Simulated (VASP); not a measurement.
Method: rev-vdW-DF2, VASP's PBE PAW potentials (set 64) (plane waves; VASP).

Input for VASP

KPOINTS:
```
Regular mesh
0
Gamma
9 9 9
0 0 0
```

POSCAR:
```
AuAl2
1
    0.0000000000     2.9536947609     2.9536947609
    2.9536947609     0.0000000000     2.9536947609
    2.9536947609     2.9536947609     0.0000000000
Al Au
2 1
Direct
  0.2500000000   0.2500000000   0.2500000000
  0.7500000000   0.7500000000   0.7500000000
  0.0000000000   0.0000000000   0.0000000000
```

**INCAR**
```
PARAM1 = 0.1234568
ISIF = 2   # forces and stress, cell fixed
SIGMA = 0.1   # width (eV)
ALGO = Normal   # blocked Davidson
PREC = Accurate
LMAXMIX = 6   # l cut-off of mixed one-centre charges
ZAB_VDW = -1.8867
LCHARG = .FALSE.
LWAVE = .FALSE.
SYSTEM = AuAl2
ISMEAR = 1   # Methfessel-Paxton
LASPH = .TRUE.   # aspherical one-centre terms
PARAM2 = 0.7114
LUSE_VDW = .TRUE.
GGA = MK
LREAL = .FALSE.
ENCUT = 520   # plane-wave cut-off (eV)
NELM = 100   # most electronic steps
AGGAC = 0.0
EDIFF = 1E-7
```

POTCAR, in this order: Al Au (PBE.64 set). Program: vasp_std.

Output

### OUTCAR
```
 ion  position               nearest neighbor table
   1  0.250  0.250  0.250-   3 2.56   3 2.56   3 2.56   3 2.56   2 2.95   2 2.95   2 2.95   2 2.95
                             2 2.95   2 2.95
   2  0.750  0.750  0.750-   3 2.56   3 2.56   3 2.56   3 2.56   1 2.95   1 2.95   1 2.95   1 2.95
                             1 2.95   1 2.95
   3  0.000  0.000  0.000-   1 2.56   2 2.56   2 2.56   2 2.56   2 2.56   1 2.56   1 2.56   1 2.56
  LATTYP: Found a face centered cubic cell.
 ALAT       =     5.9073895218
 Subroutine PRICEL returns:
 Original cell was already a primitive cell.
 Subroutine GETGRP returns: Found 48 space group operations
The static configuration has the point symmetry O_h .
The dynamic configuration has the point symmetry O_h .
 Subroutine INISYM returns: Found 48 space group operations
 Subroutine IBZKPT returns following result:
 Found     35 irreducible k-points:

 Following reciprocal coordinates:
            Coordinates               Weight
  0.000000  0.000000  0.000000      1.000000
  0.111111  0.000000  0.000000      8.000000
  0.222222  0.000000  0.000000      8.000000
  0.333333  0.000000  0.000000      8.000000
  0.444444  0.000000  0.000000      8.000000
  0.111111  0.111111  0.000000      6.000000
...
```

**OSZICAR**
```
       N       E                     dE             d eps       ncg     rms          rms(c)
DAV:   1     0.685209895748E+02    0.68521E+02   -0.72246E+03   864   0.118E+03
DAV:   2    -0.677956160591E+01   -0.75301E+02   -0.68858E+02   916   0.210E+02
DAV:   3    -0.884813275018E+01   -0.20686E+01   -0.20148E+01  1096   0.340E+01
DAV:   4    -0.886431946863E+01   -0.16187E-01   -0.16183E-01  1016   0.350E+00
DAV:   5    -0.886456573147E+01   -0.24626E-03   -0.24626E-03  1048   0.462E-01    0.957E+00
DAV:   6    -0.764685996602E+01    0.12177E+01   -0.64085E+00   952   0.287E+01    0.387E+00
DAV:   7    -0.757768374191E+01    0.69176E-01   -0.27781E-01   900   0.621E+00    0.188E+00
DAV:   8    -0.754908934915E+01    0.28594E-01   -0.25069E-02   996   0.132E+00    0.385E-01
DAV:   9    -0.754825978569E+01    0.82956E-03   -0.32150E-03   964   0.686E-01    0.175E-01
DAV:  10    -0.754837760099E+01   -0.11782E-03   -0.20995E-04   940   0.133E-01    0.340E-02
DAV:  11    -0.754837109311E+01    0.65079E-05   -0.70310E-06  1044   0.245E-02    0.136E-02
DAV:  12    -0.754837136529E+01   -0.27218E-06   -0.12843E-06   908   0.960E-03    0.249E-03
DAV:  13    -0.754837148147E+01   -0.11618E-06   -0.21866E-07   736   0.528E-03    0.566E-04
DAV:  14    -0.754837149288E+01   -0.11414E-07   -0.11667E-08   504   0.113E-03
   1 F= -.75483715E+01 E0= -.75483355E+01  d E =-.107947E-03
```

### OUTCAR
```
------------------------ aborting loop because EDIFF is reached ----------------------------------------
  FORCE on cell =-STRESS in cart. coord.  units (eV):
  Direction    XX          YY          ZZ          XY          YZ          ZX
  --------------------------------------------------------------------------------------
  Total        2.5568578      2.5568578      2.5568578      0.0000000      0.0000000      0.0000000
  in kB       79.4859431     79.4859431     79.4859431      0.0000000      0.0000000      0.0000000
  external PRESSURE =      79.4859431 kB  Pullay stress =       0.0000000 kB
  volume of cell :       51.54
      direct lattice vectors                 reciprocal lattice vectors
     0.000000000  2.953694761  2.953694761    -0.169279509  0.169279509  0.169279509
     2.953694761  0.000000000  2.953694761     0.169279509 -0.169279509  0.169279509
     2.953694761  2.953694761  0.000000000     0.169279509  0.169279509 -0.169279509
 POSITION                                       TOTAL-FORCE (eV/Angst)
 -----------------------------------------------------------------------------------
      1.47685      1.47685      1.47685        -0.000000     -0.000000     -0.000000
      4.43054      4.43054      4.43054         0.000000      0.000000      0.000000
      0.00000      0.00000      0.00000         0.000000      0.000000     -0.000000
 -----------------------------------------------------------------------------------
    total drift:                                0.000000     -0.000000      0.000000
  FREE ENERGIE OF THE ION-ELECTRON SYSTEM (eV)
  ---------------------------------------------------
  free  energy   TOTEN  =        -7.5483714929 eV

  energy  without entropy=       -7.5482635463  energy(sigma->0) =       -7.54833551
```
(Selected blocks of OUTCAR.)

The compound is AuAl2 in the fluorite structure. This cell is one point of a volume scan, at 0.94 of the reference volume. The electron count is odd and the run is not spin-polarised, which forces a metal.
